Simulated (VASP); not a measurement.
Wanted: the native input for a VASP 6.6.1 run.

| Property | Result |
| --- | --- |
| Task | band structure |
| Functional | PBE |
| Potentials or basis | VASP PAW PBE potentials, release 64 (Sn_d, C) |
| Cutoff | 520 eV |
| k mesh | 10 × 10 × 4 |
| Occupations | gaussian, width 0.1 eV |
| Spin | no spin polarisation |
| Further INCAR settings | ALGO = Fast; EDIFF = 1e-06 |

The structure of Sn2C lies in POSCAR:

```
Sn2C
1.0
    3.5059120000      0.0000000000      0.0000000000
   -1.7529560000      3.0362090000      0.0000000000
    0.0000000000      0.0000000000     11.7468600000
Sn C
4 2
Direct
    0.3333330000      0.6666670000      0.1559750000
    0.6666670000      0.3333330000      0.8440250000
    0.6666670000      0.3333330000      0.3814030000
    0.3333330000      0.6666670000      0.6185970000
    0.0000000000      0.0000000000      0.0589650000
    0.0000000000      0.0000000000      0.9410350000
```

The cell was built by a generator and needn't be a form met in nature.

These files were run (other wordings do the same):

INCAR

```
SYSTEM = Sn2C
PREC     = Accurate       ! precision mode
ENCUT    = 520            ! plane-wave cutoff, eV
EDIFF    = 1E-6           ! SCF threshold, eV
ISMEAR   = 0              ! smearing method
SIGMA    = 0.1            ! smearing width, eV
LREAL    = .False.        ! projectors in reciprocal space
LASPH    = .True.         ! aspherical terms in the spheres
NELM     = 60             ! most SCF steps
ALGO     = Fast           ! electronic algorithm
ISIF     = 2              ! what is computed and relaxed
LWAVE    = .False.        ! write WAVECAR
LCHARG   = .False.        ! write CHGCAR
GGA      = PE             ! functional
```

KPOINTS

```
Automatic mesh
0
Gamma
  10 10 4
  0 0 0
```

KPOINTS_OPT

```
path GMKGALHA,LM,KH
15
line-mode
reciprocal
 0.0000000000  0.0000000000  0.0000000000  G
 0.5000000000  0.0000000000  0.0000000000  M

 0.5000000000  0.0000000000  0.0000000000  M
 0.3333333333  0.3333333333  0.0000000000  K

 0.3333333333  0.3333333333  0.0000000000  K
 0.0000000000  0.0000000000  0.0000000000  G

 0.0000000000  0.0000000000  0.0000000000  G
 0.0000000000  0.0000000000  0.5000000000  A

 0.0000000000  0.0000000000  0.5000000000  A
 0.5000000000  0.0000000000  0.5000000000  L

 0.5000000000  0.0000000000  0.5000000000  L
 0.3333333333  0.3333333333  0.5000000000  H

 0.3333333333  0.3333333333  0.5000000000  H
 0.0000000000  0.0000000000  0.5000000000  A

 0.5000000000  0.0000000000  0.5000000000  L
 0.5000000000  0.0000000000  0.0000000000  M

 0.3333333333  0.3333333333  0.0000000000  K
 0.3333333333  0.3333333333  0.5000000000  H
```

Potentials or basis: VASP PAW PBE potentials, release 64 (Sn_d, C).

Command:

```bash
$ cat potpaw_PBE.64/Sn_d/POTCAR potpaw_PBE.64/C/POTCAR > POTCAR
$ mpirun -np 1 vasp_std > vasp.out
```

It gave:

```
Pressure                : 0.0 GPa
Band gap along the path : none (metal or under the smearing width)
```

Caveat: spin-orbit coupling is left out, which moves the levels of the heavy elements.

It took 4.7 min on 1 thread of Intel(R) Xeon(R) 6975P-C (Granite Rapids), on a shared host, peak memory 0.48 GiB.
